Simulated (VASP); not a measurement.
Output of a VASP run:

OSZICAR:
```
       N       E                     dE             d eps       ncg     rms          rms(c)
DAV:   1     0.163104899444E+03    0.16310E+03   -0.11291E+04  2563   0.201E+03
DAV:   2    -0.124089435723E+01   -0.16435E+03   -0.16039E+03  2604   0.415E+02
DAV:   3    -0.863322469623E+01   -0.73923E+01   -0.73632E+01  3206   0.945E+01
DAV:   4    -0.875309201742E+01   -0.11987E+00   -0.11985E+00  3052   0.113E+01
DAV:   5    -0.875889468775E+01   -0.58027E-02   -0.58026E-02  3829   0.223E+00    0.831E+00
DAV:   6    -0.856380214296E+01    0.19509E+00   -0.44157E-01  3003   0.105E+01    0.401E+00
DAV:   7    -0.851974867440E+01    0.44053E-01   -0.74830E-02  3279   0.616E+00    0.160E+00
DAV:   8    -0.851262877887E+01    0.71199E-02   -0.16825E-02  2940   0.138E+00    0.424E-01
DAV:   9    -0.851183226936E+01    0.79651E-03   -0.19928E-03  3283   0.837E-01    0.539E-02
DAV:  10    -0.851183519138E+01   -0.29220E-05   -0.47594E-05  3399   0.126E-01    0.236E-02
DAV:  11    -0.851183656355E+01   -0.13722E-05   -0.38883E-06  2896   0.224E-02    0.393E-03
DAV:  12    -0.851183687186E+01   -0.30832E-06   -0.38398E-07  1687   0.663E-03
   1 F= -.45331727E+01 E0= -.45332116E+01  d E =-.453317E+01
```

**OUTCAR**
```
------------------------ aborting loop because EDIFF is reached ----------------------------------------
  FORCE on cell =-STRESS in cart. coord.  units (eV):
  Direction    XX          YY          ZZ          XY          YZ          ZX
  --------------------------------------------------------------------------------------
  Total        4.0022184      4.0022184      4.0022184      0.0000000      0.0000000     -0.0000000
  in kB      201.1840296    201.1840296    201.1840296      0.0000000      0.0000000     -0.0000000
  external PRESSURE =       1.1840296 kB  Pullay stress =     200.0000000 kB
  volume of cell :       31.87
      direct lattice vectors                 reciprocal lattice vectors
     3.170584185  0.000000000  0.000000000     0.315399290  0.000000000  0.000000000
     0.000000000  3.170584185  0.000000000     0.000000000  0.315399290  0.000000000
     0.000000000  0.000000000  3.170584185     0.000000000  0.000000000  0.315399290
 POSITION                                       TOTAL-FORCE (eV/Angst)
 -----------------------------------------------------------------------------------
      1.58529      1.58529      1.58529         0.000000      0.000000      0.000000
      0.00000      0.00000      0.00000         0.000000      0.000000      0.000000
 -----------------------------------------------------------------------------------
    total drift:                                0.000000      0.000000     -0.000000
  FREE ENERGIE OF THE ION-ELECTRON SYSTEM (eV)
  ---------------------------------------------------
  free  energy   TOTEN  =        -8.5118368719 eV

  energy  without entropy=       -8.5119535382  energy(sigma->0) =       -8.51187576
  enthalpy is  TOTEN    =        -4.5331727258 eV   P V=        3.9786641461

 reached required accuracy - stopping structural energy minimisation
```
(Selected blocks of OUTCAR.)

**POSCAR**
```
PdIn
1
    3.1705841849     0.0000000000     0.0000000000
    0.0000000000     3.1705841849     0.0000000000
   -0.0000000000     0.0000000000     3.1705841849
In Pd
1 1
Direct
  0.5000000000   0.5000000000   0.5000000000
  0.0000000000   0.0000000000   0.0000000000
```

Reconstruct the remaining input files.

One answer among several that fit: the input of the run itself, PBE GGA, plane waves, VASP's PBE PAW potentials (set 64).

**INCAR**
```
SYSTEM=PdIn
PREC=Accurate; ENCUT=500; LREAL=.False.
LASPH=.True.
EDIFF=1E-6; NELM=100; ALGO=Normal
LMAXMIX=4
ISMEAR=1; SIGMA=0.1
GGA=PE
IBRION=2; NSW=40; ISIF=3
EDIFFG=-0.02; PSTRESS=200
LWAVE=.False.; LCHARG=.False.
```

**KPOINTS**
```
Automatic
0
Gamma
  12 12 12
```

POTCAR, in this order: In_d Pd (PBE.64 set). Program: vasp_std.

The compound is PdIn in the CsCl type structure. It was relaxed first under an external pressure of 20 GPa. The electron count is odd and the run is not spin-polarised, which forces a metal.
